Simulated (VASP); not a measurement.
Crystal: BN.

```
B N
1.0
     2.50640    0.00000    0.00000
    -1.25320    2.17061    0.00000
     0.00000    0.00000    6.55556
B N
2 2
Direct
  0.33333 0.66667 0.25000
  0.66667 0.33333 0.75000
  0.33333 0.66667 0.75000
  0.66667 0.33333 0.25000
```

The cell is a database's computed one.

Base run:

* Program: VASP 6.6.1
* Functional: r2SCAN
* Potentials or basis: VASP PAW PBE potentials, release 64 (B, N)
* Cutoff: 450 eV
* k mesh: 16 × 16 × 6
* Occupations: gaussian, width 0.02 eV
* Spin: no spin polarisation

Its results: band gap on the k mesh 4.82 eV, indirect (least direct gap 5.25 eV).

Task: After a change of settings the same cell gave: band gap on the k mesh 4.02 eV, indirect (least direct gap 4.45 eV). Which change was it?
A. functional from r2SCAN to HSE06; k mesh from 16 × 16 × 6 to 10 × 10 × 4
B. functional from r2SCAN to PBE0; k mesh from 16 × 16 × 6 to 10 × 10 × 4
C. functional from r2SCAN to LDA; potentials or basis from VASP PAW PBE potentials, release 64 (B, N) to VASP PAW LDA potentials, release 64 (B, N)

Result: C.

Runs at the PBE level aren't shown here.
